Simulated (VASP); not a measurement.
Computed with optB86b-vdW, VASP's PBE PAW potentials (set 64) (plane waves; VASP 6.6.1).

A VASP calculation is set up with these files.

**INCAR**
```
ICHARG = 11
LASPH = .True.
SYSTEM = CsPbCl3
PARAM1 = 0.1234
LWAVE = .False.
AGGAC = 0.0
PREC = Accurate
PARAM2 = 1.0
LREAL = .False.
NELM = 100   # most electronic steps
LORBIT = 11   # lm-projected
LUSE_VDW = .True.
EDIFF = 1E-7
LMAXMIX = 4   # l cut-off of mixed one-centre charges
ALGO = Normal   # blocked Davidson
SIGMA = 0.05
GGA = MK
ENCUT = 520
ISMEAR = 0   # Gaussian
LCHARG = .False.
```

KPOINTS:
```
k-points along high-symmetry lines
15
Line-mode
Reciprocal
  0.000000   0.000000   0.000000 ! GAMMA
  0.000000   0.500000   0.000000 ! X

  0.000000   0.500000   0.000000 ! X
  0.500000   0.500000   0.000000 ! M

  0.500000   0.500000   0.000000 ! M
  0.000000   0.000000   0.000000 ! GAMMA

  0.000000   0.000000   0.000000 ! GAMMA
  0.500000   0.500000   0.500000 ! R

  0.500000   0.500000   0.500000 ! R
  0.000000   0.500000   0.000000 ! X

  0.500000   0.500000   0.500000 ! R
  0.500000   0.500000   0.000000 ! M
```

**POSCAR**
```
CsPbCl3
1
    5.6385164995     0.0000000000     0.0000000000
    0.0000000000     5.6385164995     0.0000000000
   -0.0000000000     0.0000000000     5.6385164995
Cs Pb Cl
1 1 3
Direct
  0.0000000000   0.0000000000   0.0000000000
  0.5000000000   0.5000000000   0.5000000000
  0.5000000000   0.0000000000   0.5000000000
  0.0000000000   0.5000000000   0.5000000000
  0.5000000000   0.5000000000   0.0000000000
```

POTCAR, in this order: Cs_sv Pb_d Cl (PBE.64 set). Program: vasp_std. Read from the step before: CHGCAR.

What VASP printed:

File OUTCAR:
```
 ion  position               nearest neighbor table
   1  0.000  0.000  0.000-
   2  0.500  0.500  0.500-   3 2.82   4 2.82   5 2.82   5 2.82   3 2.82   4 2.82
   3  0.500  0.000  0.500-   2 2.82   2 2.82
   4  0.000  0.500  0.500-   2 2.82   2 2.82
   5  0.500  0.500  0.000-   2 2.82   2 2.82
  LATTYP: Found a simple cubic cell.
 ALAT       =     5.6385164995
 Subroutine PRICEL returns:
 Original cell was already a primitive cell.
 Subroutine GETGRP returns: Found 48 space group operations
The static configuration has the point symmetry O_h .
The dynamic configuration has the point symmetry O_h .
 Subroutine INISYM returns: Found 48 space group operations
   k-points           NKPTS =     90   k-points in BZ     NKDIM =     90   number of bands    NBANDS=     26
   number of dos      NEDOS =    301   number of ions     NIONS =      5
   total plane-waves  NPLWV =  74088
   dimension x,y,z NGX =    42 NGY =   42 NGZ =   42
   dimension x,y,z NGXF=    84 NGYF=   84 NGZF=   84
   ions per type =               1   1   3
   PREC   = accura    normal or accurate (medium, high low for compatibility)
   ISTART =      0    job   : 0-new  1-cont  2-samecut
   ICHARG =     11    charge: 1-file 2-atom 10-const
   ISPIN  =      1    spin polarized calculation?
   LNONCOLLINEAR =      F non collinear calculations
...
```

**OSZICAR**
```
       N       E                     dE             d eps       ncg     rms          rms(c)
DAV:   1     0.428396475707E+03    0.42840E+03   -0.19592E+04  4680   0.154E+03
DAV:   2     0.474621931070E+02   -0.38093E+03   -0.37194E+03  5674   0.349E+02
DAV:   3    -0.395869406263E+01   -0.51421E+02   -0.50301E+02  5840   0.136E+02
DAV:   4    -0.612899938549E+01   -0.21703E+01   -0.21639E+01  5786   0.341E+01
DAV:   5    -0.620985345231E+01   -0.80854E-01   -0.80806E-01  6208   0.590E+00
DAV:   6    -0.621283644910E+01   -0.29830E-02   -0.29827E-02  6978   0.120E+00
DAV:   7    -0.621287367608E+01   -0.37227E-04   -0.37225E-04  6284   0.101E-01
DAV:   8    -0.621287433520E+01   -0.65912E-06   -0.65913E-06  6906   0.149E-02
DAV:   9    -0.621287435292E+01   -0.17718E-07   -0.17709E-07  4546   0.136E-03
   1 F= -.62128744E+01 E0= -.62128744E+01  d E =-.122682E-14
```

OUTCAR:
```
 val. band max:        1.4372788907   @ k =   0.5000   0.5000   0.5000

 cond. band min:       3.4670566330   @ k =   0.5000   0.5000   0.5000



 k-point     1 :       0.0000    0.0000    0.0000
  band No.  band energies     occupation
      1     -19.7932      2.00000
      2     -15.2313      2.00000
      3     -15.2313      2.00000
      4     -15.0124      2.00000
      5     -15.0124      2.00000
      6     -15.0124      2.00000
      7     -13.4923      2.00000
      8     -12.6669      2.00000
      9     -12.6669      2.00000
     10      -6.5795      2.00000
     11      -6.5795      2.00000
     12      -6.5795      2.00000
     13      -5.1659      2.00000
     14      -3.0156      2.00000
     15      -3.0156      2.00000
     16      -3.0156      2.00000
     17      -1.0292      2.00000
     18      -1.0292      2.00000
     19      -1.0292      2.00000
     20      -0.9256      2.00000
     21      -0.9256      2.00000
     22      -0.9256      2.00000
     23       4.8038      0.00000
     24       5.7836      0.00000
     25       5.7836      0.00000
     26       6.7666      0.00000

 k-point     2 :       0.0000    0.0357    0.0000
  band No.  band energies     occupation
      1     -19.7932      2.00000
      2     -15.2313      2.00000
      3     -15.2302      2.00000
      4     -15.0124      2.00000
      5     -15.0124      2.00000
      6     -15.0124      2.00000
      7     -13.4908      2.00000
      8     -12.6704      2.00000
      9     -12.6669      2.00000
     10      -6.5794      2.00000
     11      -6.5793      2.00000
     12      -6.5793      2.00000
     13      -5.1853      2.00000
     14      -3.0148      2.00000
     15      -3.0148      2.00000
     16      -2.9847      2.00000
     17      -1.0308      2.00000
     18      -1.0305      2.00000
     19      -1.0305      2.00000
     20      -0.9270      2.00000
     21      -0.9270      2.00000
     22      -0.9263      2.00000
     23       4.8163      0.00000
...
```

The density is held fixed in this step, so its total energy and stress have no physical meaning. Unless said otherwise, spin-orbit coupling is left out, though it shifts the bands of the heavy elements here.

The compound is CsPbCl3 in the cubic perovskite structure, the ideal cubic form; the compound distorts at low or room temperature. It was relaxed first.
